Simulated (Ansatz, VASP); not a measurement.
# Cross-check of GaCo between VASP and Ansatz, part 2 of 2

Aim: how closely do two programs agree when they are given the same cell, functional and k mesh? The cell is taken from a series of runs on this material, whose earlier steps may have relaxed, scaled, displaced or heated it; both programs get it as it stands.

VASP 6.6.1 and Ansatz 0.2.0.

So far: Set-up; Ansatz: single point, r2SCAN, pair 1; VASP: single point, r2SCAN, pair 1.

**4. Comparison**

Known differences besides the potentials themselves: VASP starts from the moments at which Ansatz ended; VASP keeps PBE cores, Ansatz makes them for the functional; the data sets hold 60 valence electrons in Ansatz (on its default PAW (the set named soft_2) files) and 44 in VASP; the cutoff is 500 eV in Ansatz and 580 eV in VASP; site moments are counted in spheres of each program's own size. Total energies have different zeros and are not compared.

Compared:

| quantity | Ansatz | VASP | difference |
| --- | --- | --- | --- |
| total moment (μB) | 0.88 | 0.87 | +0.01 |
| moment on Co4 (μB) | 0.55 | 0.53 | +0.02 |
| moment on Co3 (μB) | 0.55 | 0.53 | +0.02 |

**5. Ansatz: single point, r2SCAN, pair 2**

A single point gives forces, pressure and levels at one fixed geometry, so differences don't come from the geometry; what else differs is listed under the comparison.

The cell is taken from a series of runs on this material, whose earlier steps may have relaxed, scaled, displaced or heated it; both programs get it as it stands.

input.yaml

```yaml
crystal:
  lattice:
    - [-2.878, 0.0, -2.878]
    - [0.0, -2.878, -2.878]
    - [-2.878, -2.878, 0.0]
  atoms:
    - { symbol: Ga, position: [0.25, 0.25, 0.25] }
    - { symbol: Ga, position: [0.75, 0.75, 0.75] }
    - { symbol: Co, position: [0.5, 0.5, 0.5], spin: 2.0 }
    - { symbol: Co, position: [0.0, 0.0, 0.0], spin: -2.0 }
magnetization:
  spin_polarized: true
kpoints:
  mp_grid: { grid: [12, 12, 12] }
hamiltonian:
  xc: r2scan
scf:
  occupations: { method: fermi_dirac, width: 0.1 }
output:
  eigenvalues: true
```

Run with:

```console
> ansatz run input.yaml --threads 4 --pin off --max-ram 8192MiB --backend cpu --events-out ev --progress --plain --runs-dir out
```

Numbers of over 12 decimals in the logs are rounded to 6 here.

Log:

```text
[...]
Crystal: 4 atoms, lattice volume = 47.676 Å³
Basis set: ecut = 500 eV, 1243 PW (Γ), exchange–correlation on 120×120×120 points (64 copies of the dense FFT grid, shifted against one another)
Bands: 39, of which v1, the nominal top of the filled ones, is band 30 counted from 1 (29 counted from 0)
Symmetry: 48 space group operations
[...]
k-points: 72 of 1728
[...]
k-point 0 ↑: bands = [... 26 lower, 16.0668, 17.4336, 17.4336, 17.7888, 20.5506, 20.5506, 20.5506, 21.7312, ... 5 higher]
  k-point 1 ↑: bands = [... 26 lower, 16.0331, 17.3260, 17.3260, 17.9559, 19.4126, 20.3193, 20.3193, 22.0441, ... 5 higher]
  k-point 2 ↑: bands = [... 26 lower, 15.9371, 17.0391, 17.0391, 17.6610, 18.7958, 20.0353, 20.0353, 21.6077, ... 5 higher]
  k-point 71 ↓: bands = [... 26 lower, 14.9882, 14.9882, 15.4874, 15.4874, 16.2222, 16.2222, 21.7326, 21.7326, ... 5 higher]
[key lines of the parts left out:]
SCF converged after 2 iterations
Magnetization: -0.8796 μB (29.5602 up, 30.4398 down)
Free energy (F): -17844.340663 eV
Fermi energy:    16.544005 eV
```

**6. VASP: single point, r2SCAN, pair 2**

The same cell, functional, mesh and smearing now go to VASP, with its own data sets.

INCAR

```
SYSTEM = GaCo
PREC = Accurate
ENCUT = 580
EDIFF = 1E-06
NELM = 200
ISMEAR = -1
SIGMA = 0.1
LREAL = .FALSE.
ALGO = Normal
METAGGA = R2SCAN
LASPH = .TRUE.
NBANDS = 31
ISPIN = 2
MAGMOM = 0.03 0.03 -0.55 -0.55
LMAXMIX = 4
LORBIT = 11
LWAVE = .FALSE.
LCHARG = .FALSE.
ISIF = 2
GGA_COMPAT = .FALSE.
LMIXTAU = .TRUE.
KPAR = 2
```

POSCAR

```
GaCo
1.0
   -2.8780000000      0.0000000000     -2.8780000000
    0.0000000000     -2.8780000000     -2.8780000000
   -2.8780000000     -2.8780000000      0.0000000000
Ga Co
2 2
Direct
    0.2500000000      0.2500000000      0.2500000000
    0.7500000000      0.7500000000      0.7500000000
    0.5000000000      0.5000000000      0.5000000000
    0.0000000000      0.0000000000      0.0000000000
```

KPOINTS

```
Automatic mesh
0
Gamma
12 12 12
0 0 0
```

Potentials, in the order of the species: Ga_d and Co (PBE family, release 64).

Run with:

```console
> mpirun -np 2 vasp_std
```

Log:

```text
[banner, memory and clock lines left out]
running    2 mpi-ranks, on    1 nodes
[...]
[... a notice as in an earlier step ...]

 LDA part: xc-table for (None), standard interpolation
 POSCAR, INCAR and KPOINTS ok, starting setup
[...]
entering main loop
       N       E                     dE             d eps       ncg     rms          rms(c)
DAV:   1     0.292428283376E+03    0.29243E+03   -0.21426E+04  9708   0.284E+03
DAV:   2    -0.191128551517E+02   -0.31154E+03   -0.29518E+03  8970   0.516E+02
DAV:   3    -0.562872713752E+02   -0.37174E+02   -0.36262E+02  9677   0.160E+02
DAV:   4    -0.573131295740E+02   -0.10259E+01   -0.10236E+01 10403   0.298E+01
[...]
DAV:  17    -0.501419054245E+02   -0.21255E-05   -0.26648E-06  7051   0.167E-02    0.388E-03
DAV:  18    -0.501419064880E+02   -0.10635E-05   -0.65936E-07  5072   0.864E-03    0.200E-03
DAV:  19    -0.501419071302E+02   -0.64218E-06   -0.15013E-07  4814   0.316E-03
   1 F= -.50141907E+02 E0= -.50108737E+02  d E =-.663397E-01  mag=    -0.8674
```

Parts of OUTCAR (step 6):

```text
  Total       -1.4200072     -1.4200072     -1.4200072     -0.0000000      0.0000000     -0.0000000
  in kB      -47.7198150    -47.7198150    -47.7198150     -0.0000000      0.0000000     -0.0000000
  external PRESSURE =     -47.7198150 kB  Pullay stress =       0.0000000 kB

 POSITION                                       TOTAL-FORCE (eV/Angst)
 -----------------------------------------------------------------------------------
     -1.43900     -1.43900     -1.43900         0.000000      0.000000      0.000000
     -4.31700     -4.31700     -4.31700        -0.000000     -0.000000     -0.000000
     -2.87800     -2.87800     -2.87800         0.000000      0.000000     -0.000000
      0.00000      0.00000      0.00000        -0.000000     -0.000000     -0.000000
 -----------------------------------------------------------------------------------
    total drift:                                0.000000      0.000000     -0.000000

  FREE ENERGIE OF THE ION-ELECTRON SYSTEM (eV)
  ---------------------------------------------------
  free  energy   TOTEN  =       -50.1419071302 eV

  energy  without entropy=      -50.0755674667  energy(sigma->0) =      -50.10873730

 magnetization (x)
# of ion       s       p       d       tot
------------------------------------------
    1        0.003   0.024   0.015   0.041
    2        0.003   0.024   0.015   0.041
    3       -0.000   0.018  -0.545  -0.528
    4       -0.000   0.018  -0.545  -0.528
--------------------------------------------------
tot          0.005   0.082  -1.061  -0.974

[... 2 parts as in an earlier step ...]

[... 1 further part left out ...]
[key lines of the parts left out:]
E-fermi :   9.4318
```

The run ends at a pressure of -4.77 GPa.

**7. Differences**

What differs besides the data sets and the points named for the pairs above, as far as they apply: the data sets hold 60 valence electrons in Ansatz (on its default PAW (the set named soft_2) files) and 44 in VASP. Total energies have different zeros and are not compared.

Compared:

| quantity | Ansatz | VASP | difference |
| --- | --- | --- | --- |
| total moment (μB) | -0.88 | -0.87 | -0.01 |
| moment on Co4 (μB) | -0.55 | -0.53 | -0.02 |
| moment on Co3 (μB) | -0.55 | -0.53 | -0.02 |

**8. Ansatz: single point, r2SCAN, pair 3**

With cell and atoms fixed, the geometry can't cause a difference; cores, projectors, grids and the points listed under the comparison can.

The cell is taken from a series of runs on this material, whose earlier steps may have relaxed, scaled, displaced or heated it; both programs get it as it stands.

input.yaml, the sections that differ from step 5:

```yaml
crystal:
  lattice:
    - [2.878, 0.0, 0.0]
    - [0.0, 2.878, 0.0]
    - [0.0, 0.0, 5.756]
  atoms:
    - { symbol: Ga, position: [0.5, 0.5, 0.25] }
    - { symbol: Ga, position: [0.5, 0.5, 0.75] }
    - { symbol: Co, position: [0.0, 0.0, 0.0], spin: 2.0 }
    - { symbol: Co, position: [0.0, 0.0, 0.5], spin: 2.0 }
kpoints:
  mp_grid: { grid: [13, 13, 7] }
# magnetization, hamiltonian, scf, output: as in step 5
```

Run with:

```console
> ansatz run input.yaml --threads 4 --pin off --max-ram 8192MiB --backend cpu --events-out ev --progress --plain --runs-dir out
```

Log:

```text
[...]
Crystal: 4 atoms, lattice volume = 47.676 Å³
Basis set: ecut = 500 eV, 1229 PW (Γ), exchange–correlation on 96×96×180 points (64 copies of the dense FFT grid, shifted against one another)
Bands: 39, of which v1, the nominal top of the filled ones, is band 30 counted from 1 (29 counted from 0)
Symmetry: 32 space group operations
[...]
k-points: 112 of 1183
[...]
k-point 0 ↑: bands = [... 26 lower, 15.6842, 15.9714, 15.9714, 16.0484, 17.0754, 22.2459, 22.2459, 22.2542, ... 5 higher]
  k-point 1 ↑: bands = [... 26 lower, 15.6842, 15.9142, 15.9142, 16.0484, 17.0858, 21.4677, 22.4228, 22.4228, ... 5 higher]
  k-point 2 ↑: bands = [... 26 lower, 15.6843, 15.7750, 15.7750, 16.0484, 17.1615, 19.9433, 22.9285, 22.9285, ... 5 higher]
  k-point 111 ↓: bands = [... 26 lower, 15.8015, 16.5413, 16.6365, 17.3211, 17.5854, 17.9289, 18.8064, 19.0716, ... 5 higher]
[key lines of the parts left out:]
SCF converged after 2 iterations
Magnetization: 0.0000 μB (30.0000 up, 30.0000 down)
Free energy (F): -17844.398980 eV
Fermi energy:    16.624154 eV
```

**9. VASP: single point, r2SCAN, pair 3**

The same cell, functional, mesh and smearing now go to VASP, with its own data sets.

Edit INCAR of step 6 so:

```diff
@@ -11,5 +11,5 @@
 LASPH = .TRUE.
-NBANDS = 31
+NBANDS = 30
 ISPIN = 2
-MAGMOM = 0.03 0.03 -0.55 -0.55
+MAGMOM = -0 -0 0.75 -0.75
 LMAXMIX = 4
```

POSCAR

```
GaCo
1.0
    2.8780000000      0.0000000000      0.0000000000
    0.0000000000      2.8780000000      0.0000000000
    0.0000000000      0.0000000000      5.7560000000
Ga Co
2 2
Direct
    0.5000000000      0.5000000000      0.2500000000
    0.5000000000      0.5000000000      0.7500000000
    0.0000000000      0.0000000000      0.0000000000
    0.0000000000      0.0000000000      0.5000000000
```

KPOINTS

```
Automatic mesh
0
Gamma
13 13 7
0 0 0
```

Run with:

```console
> mpirun -np 2 vasp_std
```

Log:

```text
[... set-up lines as in an earlier step ...]
 entering main loop
       N       E                     dE             d eps       ncg     rms          rms(c)
DAV:   1     0.291243314776E+03    0.29124E+03   -0.21981E+04 14420   0.296E+03
DAV:   2    -0.197092283668E+02   -0.31095E+03   -0.29625E+03 13476   0.524E+02
DAV:   3    -0.562938256552E+02   -0.36585E+02   -0.35729E+02 14166   0.164E+02
DAV:   4    -0.573269115887E+02   -0.10331E+01   -0.10291E+01 15876   0.308E+01
[...]
DAV:  15    -0.501985108547E+02   -0.29790E-05   -0.71316E-06 13418   0.260E-02    0.463E-03
DAV:  16    -0.501985125817E+02   -0.17271E-05   -0.84182E-07  8522   0.916E-03    0.204E-03
DAV:  17    -0.501985128891E+02   -0.30731E-06   -0.41210E-07  7524   0.560E-03
   1 F= -.50198513E+02 E0= -.50174808E+02  d E =-.474097E-01  mag=    -0.0000
```

Parts of OUTCAR (step 9):

```text
  Total       -0.8405763     -0.8405763     -2.0134745      0.0000000      0.0000000      0.0000000
  in kB      -28.2478474    -28.2478474    -67.6634836      0.0000000      0.0000000      0.0000000
  external PRESSURE =     -41.3863928 kB  Pullay stress =       0.0000000 kB

 POSITION                                       TOTAL-FORCE (eV/Angst)
 -----------------------------------------------------------------------------------
      1.43900      1.43900      1.43900        -0.000000      0.000000     -0.000000
      1.43900      1.43900      4.31700         0.000000      0.000000     -0.000000
      0.00000      0.00000      0.00000         0.000000     -0.000000     -0.000000
      0.00000      0.00000      2.87800         0.000000     -0.000000      0.000000
 -----------------------------------------------------------------------------------
    total drift:                                0.000000     -0.000000     -0.000000

  FREE ENERGIE OF THE ION-ELECTRON SYSTEM (eV)
  ---------------------------------------------------
  free  energy   TOTEN  =       -50.1985128891 eV

  energy  without entropy=      -50.1511032237  energy(sigma->0) =      -50.17480806

 magnetization (x)
# of ion       s       p       d       tot
------------------------------------------
    1        0.000   0.000   0.000   0.000
    2        0.000   0.000   0.000   0.000
    3        0.003  -0.016   0.734   0.721
    4       -0.003   0.016  -0.734  -0.721
--------------------------------------------------
tot          0.000   0.000   0.000   0.000

[... 3 further parts left out ...]
[key lines of the parts left out:]
E-fermi :   9.5094
```

The run ends at a pressure of -4.14 GPa.

**10. Differences**

What differs besides the data sets and the points named for the pairs above, as far as they apply: the data sets hold 60 valence electrons in Ansatz (on its default PAW (the set named soft_2) files) and 44 in VASP. Total energies have different zeros and are not compared.

Compared:

| quantity | Ansatz | VASP | difference |
| --- | --- | --- | --- |
| moment on Co4 (μB) | -0.75 | -0.72 | -0.03 |
| moment on Co3 (μB) | 0.75 | 0.72 | +0.03 |

**11. Summary of results**

```json
{
  "difference in total moment (single point, r2SCAN, pair 1)": "0.012 μB",
  "difference in total moment (single point, r2SCAN, pair 2)": "-0.012 μB",
  "difference in moment on Co4 (single point, r2SCAN, pair 3)": "-0.027 μB"
}
```

What this shows: The difference in total moment is 0.012 μB (single point, r2SCAN, pair 1). The data sets hold unlike numbers of valence electrons (60 in Ansatz and 44 in VASP), so part of the differences comes from the potentials. How closely two codes agree says nothing of how well the functional describes the real material.

[Lines on the potential files, build, host, timing and source positions are cut from VASP's logs without a mark.]

[Logs are printed without paths, hosts, clocks, repeated set-up lines and the standing remarks that a program may print on its own settings, such as how far it seeks lower states.]

[Hosts, paths, dates, database ids (printed as entryN), source tags and the programs' standing remarks are cut or masked in the printed files.]
